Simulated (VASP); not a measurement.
# SnTe: structure and properties in VASP, part 4 of 4

Aim: relax SnTe, then compute properties on the relaxed cell. The start is a cell from a database of measured crystal structures.

VASP 6.6.1, plane waves and PAW; the level of theory is named at each step.

So far, gap on the k-mesh (eV): step 3 (full relaxation (PBE + D3(BJ))) 0.662; step 6 (total and projected DOS (PBE + D3(BJ))) 0.425; step 8 (core levels (PBE + D3(BJ))) 0.662. The relaxed cell has a = 6.302 Å (conventional setting).

The database entry behind the starting cell differs from later determinations by our own check (about 0.3 % short), so it need not match the best structure at ambient conditions.

## 9. Band structure (PBE + D3(BJ) + SOC)

This step: PBE with D3(BJ), spin-orbit coupling; plane waves and PAW (Sn_d, Te) (VASP 6.6.1).

The mesh alone shows little of the dispersion and can miss band extrema, so KPOINTS_OPT adds a path through the symmetry points after the self-consistent cycle. Spin-orbit coupling needs spinors and the noncollinear program, where each band holds one electron.

INCAR reads:

```
SYSTEM = SnTe
PREC = Accurate
ENCUT = 400
EDIFF = 1E-06
NELM = 100
ISMEAR = 0
SIGMA = 0.05
LREAL = .FALSE.
ALGO = Normal
GGA = PE
IVDW = 12
LNONCOLLINEAR = .TRUE.
MAGMOM = 0 0 0 0 0 0
NBANDS = 32
GGA_COMPAT = .FALSE.
LASPH = .TRUE.
LSORBIT = .TRUE.
LORBIT = 11
LWAVE = .FALSE.
LCHARG = .FALSE.
KPAR = 2
```

POSCAR reads:

```
SnTe
1.0
    0.0000000000      3.1508500000      3.1508500000
    3.1508500000      0.0000000000      3.1508500000
    3.1508500000      3.1508500000      0.0000000000
Sn Te
1 1
Direct
    0.0000000000      0.0000000000      0.0000000000
    0.5000000000      0.5000000000      0.5000000000
```

KPOINTS reads:

```
Automatic mesh
0
Gamma
6 6 6
0 0 0
```

KPOINTS_OPT reads:

```
Line mode
16
Line-mode
Reciprocal
  0.00000000   0.00000000   0.00000000 GAMMA
  0.50000000   0.00000000   0.50000000 X

  0.50000000   0.00000000   0.50000000 X
  0.50000000   0.25000000   0.75000000 W

  0.50000000   0.25000000   0.75000000 W
  0.37500000   0.37500000   0.75000000 K

  0.37500000   0.37500000   0.75000000 K
  0.00000000   0.00000000   0.00000000 GAMMA

  0.00000000   0.00000000   0.00000000 GAMMA
  0.50000000   0.50000000   0.50000000 L

  0.50000000   0.50000000   0.50000000 L
  0.62500000   0.25000000   0.62500000 U

  0.62500000   0.25000000   0.62500000 U
  0.50000000   0.25000000   0.75000000 W

  0.50000000   0.25000000   0.75000000 W
  0.50000000   0.50000000   0.50000000 L

  0.50000000   0.50000000   0.50000000 L
  0.37500000   0.37500000   0.75000000 K

  0.62500000   0.25000000   0.62500000 U
  0.50000000   0.00000000   0.50000000 X
```

PAW data sets: Sn_d and Te (PBE family, release 64).

Run with:

```
$ mpirun -np 2 vasp_ncl
```

The program printed:

```text
[... set-up lines as in an earlier step ...]
 entering main loop
       N       E                     dE             d eps       ncg     rms          rms(c)
DAV:   1     0.158017930520E+03    0.15802E+03   -0.78737E+03  1064   0.125E+03
DAV:   2     0.126995599477E+02   -0.14532E+03   -0.13984E+03  1064   0.373E+02
DAV:   3    -0.689440201079E+01   -0.19594E+02   -0.19293E+02  1288   0.124E+02
DAV:   4    -0.770846522421E+01   -0.81406E+00   -0.81296E+00  1168   0.274E+01
DAV:   5    -0.774049849354E+01   -0.32033E-01   -0.32032E-01  1536   0.536E+00    0.559E+00
DAV:   6    -0.768920900645E+01    0.51289E-01   -0.99618E-02  1312   0.254E+00    0.357E+00
DAV:   7    -0.768950351292E+01   -0.29451E-03   -0.38261E-02  1376   0.995E-01    0.183E+00
DAV:   8    -0.769087632985E+01   -0.13728E-02   -0.20983E-03  1168   0.303E-01    0.430E-01
DAV:   9    -0.769077844428E+01    0.97886E-04   -0.12629E-03  1360   0.315E-01    0.142E-01
DAV:  10    -0.769089100583E+01   -0.11256E-03   -0.20013E-04  1168   0.888E-02    0.323E-02
DAV:  11    -0.769089946985E+01   -0.84640E-05   -0.10037E-05  1312   0.275E-02    0.160E-02
DAV:  12    -0.769090377377E+01   -0.43039E-05   -0.60416E-06   992   0.134E-02    0.125E-02
DAV:  13    -0.769090459552E+01   -0.82175E-06   -0.53787E-07   776   0.879E-03
   1 F= -.84927379E+01 E0= -.84927371E+01  d E =-.166799E-05  mag=    -0.0000     0.0000    -0.0000
 Start KPOINTS_OPT (optional k-point list driver)
k-point batch [1-16\160]
       N       E                     dE             ncg
DAV:   1     0.581417602555E+03   -0.33490E+04     1104
DAV:   2    -0.180782396342E+04   -0.23892E+04     1056
DAV:   3    -0.212685120889E+04   -0.31903E+03     1296
DAV:   4    -0.213991078742E+04   -0.13060E+02     1200
DAV:   5    -0.214042104830E+04   -0.51026E+00     1536
DAV:   6    -0.214042731823E+04   -0.62699E-02     1336
DAV:   7    -0.214042746841E+04   -0.15018E-03     1568
DAV:   8    -0.214042747086E+04   -0.24542E-05     1144
DAV:   9    -0.214042747096E+04   -0.95481E-07      816
[...]
k-point batch [145-160\160]
       N       E                     dE             ncg
DAV:   1     0.436045821532E+03   -0.83956E+04     1080
DAV:   2    -0.194433394852E+04   -0.23804E+04     1024
DAV:   3    -0.224030187852E+04   -0.29597E+03     1328
DAV:   4    -0.225158260831E+04   -0.11281E+02     1168
DAV:   5    -0.225206423671E+04   -0.48163E+00     1584
DAV:   6    -0.225206898641E+04   -0.47497E-02     1296
DAV:   7    -0.225206922406E+04   -0.23766E-03     1592
DAV:   8    -0.225206922755E+04   -0.34921E-05     1056
DAV:   9    -0.225206922783E+04   -0.28019E-06      832
```

Run time: 81 s. Hardware: 2 MPI ranks of Intel Xeon 6975P-C (Granite Rapids), shared host; peak memory 0.58 GiB; 2.5 min of CPU time.

Parts of OUTCAR (step 9):

```text
   k-points           NKPTS =     16   k-points in BZ     NKDIM =     16   number of bands    NBANDS=     32

   NELECT =      20.0000    total number of electrons

 E-fermi :   6.9710

 k-point     1 :       0.0000    0.0000    0.0000
  band No.  band energies     occupation
    ...
     16       4.2574      1.00000
     17       5.0714      1.00000
     18       5.0714      1.00000
     19       5.0714      1.00000
     20       5.0714      1.00000
     21       9.7498      0.00000
     22       9.7498      0.00000
     23      10.5701      0.00000
     24      10.5701      0.00000
     25      10.5701      0.00000
    ...

 Edisp (eV)   -0.80183

  Total       0.03150     0.03150     0.03150     0.00000     0.00000    -0.00000
  in kB       0.80678     0.80678     0.80678     0.00000     0.00000    -0.00000
  external pressure =        0.81 kB  Pullay stress =        0.00 kB

 POSITION                                       TOTAL-FORCE (eV/Angst)
 -----------------------------------------------------------------------------------
      0.00000      0.00000      0.00000        -0.000000     -0.000000     -0.000000
      3.15085      3.15085      3.15085         0.000000      0.000000      0.000000
 -----------------------------------------------------------------------------------
    total drift:                               -0.000000      0.000000      0.000000

  FREE ENERGIE OF THE ION-ELECTRON SYSTEM (eV)
  ---------------------------------------------------
  free  energy   TOTEN  =        -8.4927378915 eV

  energy  without entropy=       -8.4927362235  energy(sigma->0) =       -8.49273706

 Spin-Orbit-Coupling matrix elements
 Ion:    1  E_soc:     -0.0992330
 Ion:    2  E_soc:     -0.2015121

 magnetization (x)
# of ion       s       p       d       tot
------------------------------------------
    1        0.000   0.000  -0.000   0.000
    2       -0.000  -0.000   0.000  -0.000
--------------------------------------------------
tot         -0.000  -0.000  -0.000  -0.000

 magnetization (y)
# of ion       s       p       d       tot
------------------------------------------
    1        0.000  -0.000   0.000   0.000
    2        0.000  -0.000   0.000  -0.000
--------------------------------------------------
tot          0.000  -0.000   0.000   0.000

 magnetization (z)
# of ion       s       p       d       tot
------------------------------------------
    1        0.000   0.000   0.000   0.000
    2        0.000   0.000   0.000   0.000
--------------------------------------------------
tot          0.000   0.000   0.000   0.000

[... 6 parts as in an earlier step ...]

[... 10 further parts left out ...]
```

LASPH is on here and off in scalar runs of this session, so a comparison with those holds both changes.

Numbers from this step:

- SCF cycles: 13
- bands: 32
- irreducible k-points: 16
- free energy (TOTEN): -8.493 eV
- Fermi energy: 6.971 eV
- pressure: 0.08068 GPa
- least gap on mesh and path: 0.1902 eV
- least direct gap on mesh and path: 0.2538 eV
- valence top at k: 0.5, 0.5, 0.5
- conduction bottom at k: 0.5083, 0.4833, 0.5083
- least direct gap at k: 0.5, 0, 0

On-site spin-orbit energy by atom:

```
atom  on-site spin-orbit energy (eV)
 Sn1                          -0.099
 Te2                          -0.202
```

The electronic bands at the labelled points (eV, zero at the valence-band top; v1 is the highest filled band, c1 the lowest empty one):

```
          point     v4     v3     v2     v1    c1    c2    c3    c4
              Γ  -1.77  -1.77  -1.77  -1.77  2.91  2.91  3.73  3.73
0.53 of the way  -2.81  -2.81  -2.26  -2.26  2.50  2.50  3.00  3.00
              X  -3.86  -3.86  -3.43  -3.43  2.28  2.28  4.66  4.66
0.47 of the way  -4.01  -4.01  -2.57  -2.57  2.94  2.94  3.28  3.28
              W  -4.66  -4.66  -0.72  -0.72  0.94  0.94  4.62  4.62
0.53 of the way  -4.01  -4.01  -1.61  -1.61  1.86  1.86  3.91  3.91
              K  -3.21  -3.21  -2.55  -2.55  2.92  2.92  3.37  3.37
0.47 of the way  -1.57  -1.57  -0.20  -0.20  0.58  0.58  0.91  0.91
              Γ  -1.77  -1.77  -1.77  -1.77  2.91  2.91  3.73  3.73
0.53 of the way  -1.66  -1.66  -0.71  -0.71  1.20  1.20  1.73  1.73
              L  -1.45  -1.45   0.00   0.00  0.25  0.25  0.42  0.42
0.47 of the way  -2.38  -2.38  -1.42  -1.42  1.33  1.33  1.71  1.71
              U  -3.21  -3.21  -2.55  -2.55  2.92  2.92  3.37  3.37
0.53 of the way  -4.13  -4.13  -1.44  -1.44  1.69  1.69  3.99  3.99
              W  -4.66  -4.66  -0.72  -0.72  0.94  0.94  4.62  4.62
0.47 of the way  -3.42  -3.42  -0.83  -0.83  0.64  0.64  3.26  3.26
              L  -1.45  -1.45   0.00   0.00  0.25  0.25  0.42  0.42
0.53 of the way  -2.51  -2.51  -1.60  -1.60  1.55  1.55  1.97  1.97
              K  -3.21  -3.21  -2.55  -2.55  2.92  2.92  3.37  3.37
      jump to U  -3.21  -3.21  -2.55  -2.55  2.92  2.92  3.37  3.37
0.47 of the way  -3.62  -3.62  -3.15  -3.15  2.73  2.73  4.09  4.09
              X  -3.86  -3.86  -3.43  -3.43  2.28  2.28  4.66  4.66
```

Of the projections kept (Sn, Te), the largest for each band there, as a share of the weight inside these atoms' spheres; weight between the spheres isn't counted:

```
point       v4       v3       v2       v1       c1       c2       c3       c4
    Γ  Te 0.75  Te 0.75  Te 0.75  Te 0.75  Sn 0.77  Sn 0.77  Sn 0.76  Sn 0.76
    X  Te 0.66  Te 0.66  Te 0.65  Te 0.65  Sn 0.53  Sn 0.53  Sn 0.60  Sn 0.60
    W  Te 0.59  Te 0.59  Te 0.74  Te 0.74  Sn 0.85  Sn 0.85  Te 0.76  Te 0.76
    K  Te 0.67  Te 0.67  Sn 0.50  Sn 0.50  Sn 0.56  Sn 0.56  Te 0.52  Te 0.52
    Γ  Te 0.75  Te 0.75  Te 0.75  Te 0.75  Sn 0.77  Sn 0.77  Sn 0.76  Sn 0.76
    L  Te 0.93  Te 0.93  Sn 0.74  Sn 0.74  Sn 0.51  Sn 0.51  Sn 0.84  Sn 0.84
```

The gap moves by +0.13 eV against PBE with D3(BJ), which ran on another mesh.

## 10. What came out

| Quantity | Value |
| --- | --- |
| relaxed volume | 31.28 Å³/atom |
| relaxed conventional cell a, b, c | 6.302, 6.302, 6.302 Å |
| space group after relaxing, within 0.02 Å | Fm-3m (No. 225) |
| band gap | 0.0588 eV, indirect (least direct gap of that run 0.0954 eV) |
| gap among the points of the DOS mesh alone, an upper bound | 0.425 eV |
| highest zone-centre mode | 30.2 cm⁻¹ |
| shallowest level of the frozen cores | Te2 4d, 36.8 eV deep |
| band gap (PBE + D3(BJ) + SOC) | 0.190 eV, indirect (least direct gap of that run 0.254 eV) |

What this shows: With PBE + D3(BJ), SnTe relaxes to 31.28 Å³/atom in space group Fm-3m (held by the symmetry of the run) and has an indirect gap of 0.0588 eV. Against the listed cell the volume lies under 0.05 %. Bands along the symmetry lines (PBE + D3(BJ)): The path shows an indirect gap of 0.06 eV (valence top at L, conduction bottom between L and U). The least direct gap is 0.10 eV. Zone-centre phonons (PBE + D3(BJ)): The highest mode in this list at Γ, 30.2 cm⁻¹, has its largest share on Sn (50 % of the kinetic energy). Band structure (PBE + D3(BJ) + SOC): On this path the gap is indirect, 0.19 eV, with the valence top at L and the conduction bottom between L and U. The least direct gap is 0.25 eV. LASPH was switched on together with spin-orbit coupling, so shifts put down to the coupling hold both changes, and that of the mesh where it differs. Semilocal functionals usually underestimate gaps. Modes at Γ alone can't show that the crystal is stable at other wave vectors, and the LO-TO splitting is not included. No search among competing phases was made, and a listed structure need not be the one stable at ambient conditions. All values are for a static lattice at zero temperature.

[Lines on the potential files, build, host, timing and source positions are cut from VASP's logs without a mark.]

[Logs are printed without paths, hosts, clocks, repeated set-up lines and the standing remarks that a program may print on its own settings, such as how far it seeks lower states.]

[Hosts, paths, dates, database ids (printed as entryN), source tags and the programs' standing remarks are cut or masked in the printed files.]

[A measured line is paired with the nearest computed mode of its activity, which favours agreement.]

[In band tables of VASP the shares of atoms and orbitals are scaled to a sum of 1 inside the atoms' spheres.]
